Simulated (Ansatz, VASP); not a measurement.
# Cross-check of GaSb between VASP and Ansatz, part 2 of 2

Aim: how closely do two programs agree when they are given the same cell, functional and k mesh? The cell is taken from a series of runs on this material, whose earlier steps may have relaxed, scaled, displaced or heated it; both programs get it as it stands.

VASP 6.6.1 and Ansatz 0.2.0.

So far. Step 3 (VASP: single point, LDA, spin-orbit coupling): The run ends at a pressure of 0.22 GPa. Step 5 (VASP: single point, PBE, spin-orbit coupling): The run ends at a pressure of 0.11 GPa.

## 6. Ansatz: single point, PBE, spin-orbit coupling

Level of this step: Ansatz beside VASP: Kohn-Sham DFT, plane waves, PBE, spin-orbit coupling (Ansatz).

The same cell, functional, mesh and smearing now go to Ansatz, which takes its cutoff from its data sets.

The cell is taken from a series of runs on this material, whose earlier steps may have relaxed, scaled, displaced or heated it; both programs get it as it stands.

Input file input.yaml:

```yaml
crystal:
  lattice:
    - [0.0, 3.106934814, 3.106934814]
    - [3.106934814, 0.0, 3.106934814]
    - [3.106934814, 3.106934814, 0.0]
  atoms:
    - { symbol: Ga, position: [0.0, 0.0, 0.0] }
    - { symbol: Sb, position: [0.25, 0.25, 0.25] }
kpoints:
  mp_grid: { grid: [12, 12, 12] }
  band_path:
    path:
      - [[0.0, 0.0, 0.0], [-0.5, -0.5, 0.0], [-0.375, -0.375, 0.25]]
      - [[-0.375, 0.0, 0.375], [0.0, 0.0, 0.0], [0.0, 0.0, 0.5]]
    npoints: 6
scf:
  occupations: { method: fermi_dirac, width: 0.05 }
  n_extra_bands: 12
hamiltonian:
  xc: pbe
  pseudopotentials: { kind: paw_fr }
output:
  forces: true
  stress: true
  fatbands: true
magnetization:
  noncollinear: true
  spin_orbit: true
```

Command:

```sh
ansatz run input.yaml --threads 4 --pin off --max-ram 12288MiB --backend cpu --events-out ev --progress --plain --runs-dir out
```

Numbers of over 12 decimals in the logs are rounded to 6 here.

The log of the run:

```text
[...]
Crystal: 2 atoms, lattice volume = 59.983 Å³
Basis set: ecut = 420 eV, 1211 PW (Γ), exchange–correlation on 60×60×60 points (8 copies of the dense FFT grid, shifted against one another)
Bands: 40, of which v1, the nominal top of the filled ones, is band 28 counted from 1 (27 counted from 0)
Symmetry: 24 space group operations + 24 with time reversal
[...]
k-point 0: bands = [... 24 lower, 6.8311, 6.8311, 7.3369, 7.3369, 7.3369, 7.3369, 9.7725, 9.7725, ... 8 higher]
  k-point 1: bands = [... 24 lower, 6.7514, 6.7514, 7.2170, 7.2175, 7.8679, 7.8679, 9.9722, 9.9722, ... 8 higher]
  k-point 2: bands = [... 24 lower, 6.5070, 6.5070, 6.9474, 6.9479, 7.9994, 7.9994, 10.3369, 10.3369, ... 8 higher]
  k-point 71: bands = [... 24 lower, 3.7808, 4.1070, 4.2088, 4.2282, 10.4087, 10.7978, 11.3753, 11.4209, ... 8 higher]
[key lines of the parts left out:]
SCF converged after 9 iterations
Magnetization: |M| = 0.0000 μB,  M = (+0.0000, +0.0000, +0.0000) μB
Free energy (F): -10270.333764 eV
Fermi energy:    7.331242 eV
P = ⅓ Tr σ = 0.0439 GPa (0.439 kbar)
```

## 7. Comparison

What differs besides the data sets and the points named for the pairs above, as far as they apply: the data sets hold 28 valence electrons in Ansatz (on its fully relativistic PAW (standard-fr) files) and 18 in VASP. Total energies have different zeros and are not compared.

The two programs side by side:

```tsv
quantity	Ansatz	VASP	difference
pressure (GPa)	0.04	0.11	-0.07
```

## 8. Ansatz: single point, r2SCAN, spin-orbit coupling

A single point gives forces, pressure and levels at one fixed geometry, so differences don't come from the geometry; what else differs is listed under the comparison. The cell compared in this pair holds 57.66 Å³, against 59.98 Å³ for the pair before.

The cell is taken from a series of runs on this material, whose earlier steps may have relaxed, scaled, displaced or heated it; both programs get it as it stands.

input.yaml, the sections that differ from step 6:

```yaml
crystal:
  lattice:
    - [0.0, 3.0663131479, 3.0663131479]
    - [3.0663131479, 0.0, 3.0663131479]
    - [3.0663131479, 3.0663131479, 0.0]
  atoms:
    - { symbol: Ga, position: [0.0, 0.0, 0.0] }
    - { symbol: Sb, position: [0.25, 0.25, 0.25] }
hamiltonian:
  xc: r2scan
  pseudopotentials: { kind: paw_fr }
# kpoints, scf, output, magnetization: as in step 6
```

The log of the run:

```text
[...]
Crystal: 2 atoms, lattice volume = 57.661 Å³
Basis set: ecut = 500 eV, 1459 PW (Γ), exchange–correlation on 128×128×128 points (64 copies of the dense FFT grid, shifted against one another)
Bands: 40, of which v1, the nominal top of the filled ones, is band 28 counted from 1 (27 counted from 0)
[...]
k-point 0: bands = [... 24 lower, 7.6457, 7.6457, 7.6457, 7.6457, 7.8430, 7.8430, 10.2821, 10.2821, ... 8 higher]
  k-point 1: bands = [... 24 lower, 7.0918, 7.0918, 7.5120, 7.5125, 8.6140, 8.6140, 10.5066, 10.5066, ... 8 higher]
  k-point 2: bands = [... 24 lower, 6.7849, 6.7849, 7.2127, 7.2131, 8.7215, 8.7215, 10.9009, 10.9009, ... 8 higher]
  k-point 71: bands = [... 24 lower, 3.7861, 4.1102, 4.2263, 4.2427, 11.2081, 11.5813, 12.0451, 12.0881, ... 8 higher]
[key lines of the parts left out:]
SCF converged after 9 iterations
Magnetization: |M| = 0.0000 μB,  M = (+0.0000, +0.0000, +0.0000) μB
Free energy (F): -10276.594082 eV
Fermi energy:    7.770795 eV
P = ⅓ Tr σ = 0.0137 GPa (0.137 kbar)
```

## 9. VASP: single point, r2SCAN, spin-orbit coupling

The same cell, functional, mesh and smearing now go to VASP, with its own data sets.

Input file INCAR:

```
SYSTEM = GaSb
PREC = Accurate
ENCUT = 550
EDIFF = 1E-06
NELM = 200
ISMEAR = -1
SIGMA = 0.05
LREAL = .FALSE.
ALGO = Normal
METAGGA = R2SCAN
LASPH = .TRUE.
LNONCOLLINEAR = .TRUE.
MAGMOM = 0 0 0 0 0 0
NBANDS = 30
GGA_COMPAT = .FALSE.
LSORBIT = .TRUE.
LORBIT = 11
LWAVE = .FALSE.
LCHARG = .FALSE.
ISIF = 2
EFERMI = MIDGAP
LMIXTAU = .TRUE.
KPAR = 2
```

Input file POSCAR:

```
GaSb
1.0
    0.0000000000      3.0663131479      3.0663131479
    3.0663131479      0.0000000000      3.0663131479
    3.0663131479      3.0663131479      0.0000000000
Ga Sb
1 1
Direct
    0.0000000000      0.0000000000      0.0000000000
    0.2500000000      0.2500000000      0.2500000000
```

Input file KPOINTS:

```
Automatic mesh
0
Gamma
12 12 12
0 0 0
```

The projector-augmented-wave data sets are Ga_d and Sb (PBE family, release 64).

Command:

```sh
mpirun -np 2 vasp_ncl
```

The log of the run:

```text
[banner, memory and clock lines left out]
running    2 mpi-ranks, on    1 nodes
[...]
|                                                                             |
|               ----> ADVICE to this user running VASP <----                  |
|                                                                             |
|     You enforced a specific xc type in the INCAR file but a different       |
|     [... a line on the potential file left out ...]
|     I HOPE YOU KNOW WHAT YOU ARE DOING!                                     |
|                                                                             |

 LDA part: xc-table for (None), standard interpolation
 POSCAR, INCAR and KPOINTS ok, starting setup
[...]
entering main loop
       N       E                     dE             d eps       ncg     rms          rms(c)
DAV:   1     0.100109272614E+03    0.10011E+03   -0.84910E+03  7412   0.160E+03
DAV:   2    -0.227454322413E+02   -0.12285E+03   -0.11721E+03  7624   0.444E+02
DAV:   3    -0.389398469495E+02   -0.16194E+02   -0.16015E+02  8164   0.115E+02
DAV:   4    -0.394933122700E+02   -0.55347E+00   -0.55249E+00  8306   0.234E+01
[...]
DAV:  16    -0.376690565016E+02    0.32508E-05   -0.41095E-05  7314   0.480E-02    0.118E-02
DAV:  17    -0.376690600704E+02   -0.35689E-05   -0.73598E-06  8002   0.285E-02    0.794E-03
DAV:  18    -0.376690600326E+02    0.37854E-07   -0.20873E-07  5400   0.414E-03
   1 F= -.37669060E+02 E0= -.37669014E+02  d E =-.911048E-04  mag=    -0.0000    -0.0000     0.0000
```

OUTCAR, selected parts (step 9):

```text
  Total        0.0548131      0.0548131      0.0548131      0.0000000      0.0000000     -0.0000000
  in kB        1.5230552      1.5230552      1.5230552      0.0000000      0.0000000     -0.0000000
  external PRESSURE =       1.5230552 kB  Pullay stress =       0.0000000 kB

 POSITION                                       TOTAL-FORCE (eV/Angst)
 -----------------------------------------------------------------------------------
      0.00000      0.00000      0.00000         0.000000      0.000000      0.000000
      1.53316      1.53316      1.53316        -0.000000     -0.000000     -0.000000
 -----------------------------------------------------------------------------------
    total drift:                               -0.000000     -0.000000     -0.000000

  FREE ENERGIE OF THE ION-ELECTRON SYSTEM (eV)
  ---------------------------------------------------
  free  energy   TOTEN  =       -37.6690600326 eV

  energy  without entropy=      -37.6689689278  energy(sigma->0) =      -37.66901448

 magnetization (x)
# of ion       s       p       d       tot
------------------------------------------
    1        0.000  -0.000   0.000   0.000
    2       -0.000   0.000   0.000   0.000
--------------------------------------------------
tot          0.000   0.000   0.000   0.000

 magnetization (y)
# of ion       s       p       d       tot
------------------------------------------
    1       -0.000   0.000   0.000  -0.000
    2        0.000   0.000  -0.000   0.000
--------------------------------------------------
tot         -0.000   0.000  -0.000  -0.000

 magnetization (z)
# of ion       s       p       d       tot
------------------------------------------
    1        0.000  -0.000   0.000  -0.000
    2       -0.000  -0.000   0.000  -0.000
--------------------------------------------------
tot          0.000  -0.000   0.000  -0.000

[... 1 part as in an earlier step ...]

[... 2 further parts left out ...]
[key lines of the parts left out:]
E-fermi :   4.9476
```

The run ends at a pressure of 0.15 GPa.

## 10. Side by side

What differs besides the data sets and the points named for the pairs above, as far as they apply: VASP keeps PBE cores, Ansatz makes them for the functional; the data sets hold 28 valence electrons in Ansatz (on its fully relativistic PAW (standard-fr) files) and 18 in VASP; the cutoff is 500 eV in Ansatz and 550 eV in VASP. Total energies have different zeros and are not compared.

Both answers:

```tsv
quantity	Ansatz	VASP	difference
pressure (GPa)	0.01	0.15	-0.14
gap on the k mesh (eV)	0.197	0.176	+0.021
```

A gap on the mesh is an upper bound, since the band edges may lie between its points.

## 11. What came out

```json
{"difference in pressure (single point, LDA, spin-orbit coupling)": "-0.22 GPa", "difference in pressure (single point, PBE, spin-orbit coupling)": "-0.070 GPa", "difference in gap on the k mesh (single point, r2SCAN, spin-orbit coupling)": "0.021 eV"}
```

What this shows: The difference in gap on the k mesh is 0.021 eV (single point, r2SCAN, spin-orbit coupling), within the 0.08 eV picked in this series as the mark of a large difference. The data sets hold unlike numbers of valence electrons (28 in Ansatz and 18 in VASP), so part of the differences comes from the potentials. Such differences can come from data sets, numerical settings and the points named under the comparisons, not from the functional's error against experiment.

[Lines on the potential files, build, host, timing and source positions are cut from VASP's logs without a mark.]

[Logs are printed without paths, hosts, clocks, repeated set-up lines and the standing remarks that a program may print on its own settings, such as how far it seeks lower states.]

[Hosts, paths, dates, database ids (printed as entryN), source tags and the programs' standing remarks are cut or masked in the printed files.]
